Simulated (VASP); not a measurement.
A run of VASP 6.6.1:

The input INCAR:

```
PREC = Accurate ; ENCUT = 520
EDIFF = 1E-6 ; ISMEAR = 0
SIGMA = 0.02 ; LREAL = False
LASPH = True ; NELM = 100
ALGO = Fast ; ISIF = 2
LWAVE = False ; LCHARG = False
GGA = CA ; NBANDS = 29
```

The input KPOINTS:

```
Automatic mesh
0
Gamma
  8 8 8
```

Contents of POSCAR:

```
HfPbO3
1.0
    4.0829821391      0.0000000000      0.0000000000
    0.0000000000      4.0829821391      0.0000000000
    0.0000000000      0.0000000000      4.0829821391
Hf Pb O
1 1 3
Direct
    0.5000000000      0.5000000000      0.5000000000
    0.0000000000      0.0000000000      0.0000000000
    0.0000000000      0.5000000000      0.5000000000
    0.5000000000      0.0000000000      0.5000000000
    0.5000000000      0.5000000000      0.0000000000
```

Potentials or basis: VASP PAW LDA potentials, release 64 (Hf_pv, Pb_d, O).

Run with:

```sh
$ cat potpaw_LDA.64/Hf_pv/POTCAR potpaw_LDA.64/Pb_d/POTCAR potpaw_LDA.64/O/POTCAR > POTCAR
$ mpirun -np 1 vasp_std > vasp.out
```

Hardware: 1 thread of AMD EPYC 9R45 96-Core Processor (Zen 5), on a shared host.

Problem. Estimate the wall time of this run.

Solution. Wall time 52 s on 1 thread of AMD EPYC 9R45 96-Core Processor (Zen 5), with other jobs on the host, peak memory 0.16 GiB. Counts: scf iterations 22, k points 35.
